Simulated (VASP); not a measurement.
Here is a VASP 6.6.1 calculation.

Contents of INCAR:

```
ALGO     = Normal         # electronic algorithm
EDIFF    = 1E-7           # SCF threshold, eV
EDIFFG   = -0.002         # ionic threshold
ENCUT    = 520            # plane-wave cutoff, eV
GGA      = PE             # functional
IBRION   = 2              # ionic algorithm
ISIF     = 3              # what is computed and relaxed
ISMEAR   = 0              # smearing method
LASPH    = T              # aspherical terms in the spheres
LCHARG   = F              # write CHGCAR
LREAL    = F              # projectors in reciprocal space
LWAVE    = F              # write WAVECAR
NELM     = 100            # most SCF steps
NSW      = 80             # ionic steps
PREC     = Accurate       # precision mode
SIGMA    = 0.02           # smearing width, eV
```

Contents of KPOINTS:

```
k-points
0
Gamma
  12 12 12
```

File POSCAR:

```
SiC                                     
1.0
    0.0000000000      2.1897021500      2.1897021500
    2.1897021500     -0.0000000000      2.1897021500
    2.1897021500      2.1897021500     -0.0000000000
  Si              C             
     1     1
Direct
     0.0000000000000000    0.0000000000000000    0.0000000000000000
     0.2500000000000000    0.2500000000000000    0.2500000000000000
```

Potentials or basis: VASP PAW PBE potentials, release 64 (Si, C).

Run with:

```console
$ cat potpaw_PBE.64/Si/POTCAR potpaw_PBE.64/C/POTCAR > POTCAR
$ mpirun -np 1 vasp_std > vasp.out
```

**Question.** What does it give for the band gap on the k mesh?

**Answer.** 1.37 eV, indirect (least direct gap 4.53 eV).

Final structure:
```
Si C
1.0
     0.00000    2.18970    2.18970
     2.18970    0.00000    2.18970
     2.18970    2.18970    0.00000
Si C
1 1
Direct
  0.00000 0.00000 0.00000
  0.25000 0.25000 0.25000
```

Caveat: the relaxation stopped at its first step, so nothing moved. A k mesh can miss the band edges.
